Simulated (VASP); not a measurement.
An input for Ansatz (written as the equivalent of a VASP run, and not itself run):

Ansatz 0.2 input:
```yaml
crystal:
  lattice:
    - [0.0000000, 2.9045550, 2.9045550]
    - [2.9045550, 0.0000000, 2.9045550]
    - [2.9045550, 2.9045550, 0.0000000]
  atoms:
    - { symbol: Sr, position: [0.0000000, 0.0000000, 0.0000000] }
kpoints:
  mp_grid: { grid: [8, 8, 8] }
hamiltonian:
  xc: pbe
  pseudopotentials: { kind: paw }
scf:
  occupations: { method: fermi_dirac, width: 0.1 }
  max_iter: 100
output: { forces: true, stress: true, eigenvalues: true }
```

Translate this input to VASP (INCAR, KPOINTS, POSCAR, choice of POTCAR).

One answer among several that fit: 
INCAR:
```
SYSTEM = Sr
PREC = Accurate
ENCUT = 300
EDIFF = 1E-6
NELM = 100
ALGO = Normal
LREAL = .FALSE.
LASPH = .TRUE.
ISMEAR = -1
SIGMA = 0.1
GGA = PE
LMAXMIX = 4
LWAVE = .FALSE.
LCHARG = .FALSE.
ISIF = 2
```

### POSCAR
```
Sr
4.1076610
  0.0000000000   0.7071067939   0.7071067939
  0.7071067939   0.0000000000   0.7071067939
  0.7071067939   0.7071067939   0.0000000000
Sr
1
Direct
  0.0000000000   0.0000000000   0.0000000000
```

File KPOINTS:
```
Automatic mesh
0
Gamma
8 8 8
0 0 0
```

POTCAR, in this order: Sr_sv (PBE.64 set). Program: vasp_std.

Limits of the translation: each code has its own PAW files, so the cut-off isn't converted (ENCUT is set for VASP's; basis.ecutwfc is left out, and Ansatz then takes the one that its files recommend); Ansatz stops its SCF on the density residual and VASP on the energy change (EDIFF).

The structure comes from a computed database's Sr entry; how it stands against other phases isn't given here. The cell was not relaxed at this level, and its volume differs by -5.9 % from the start's.
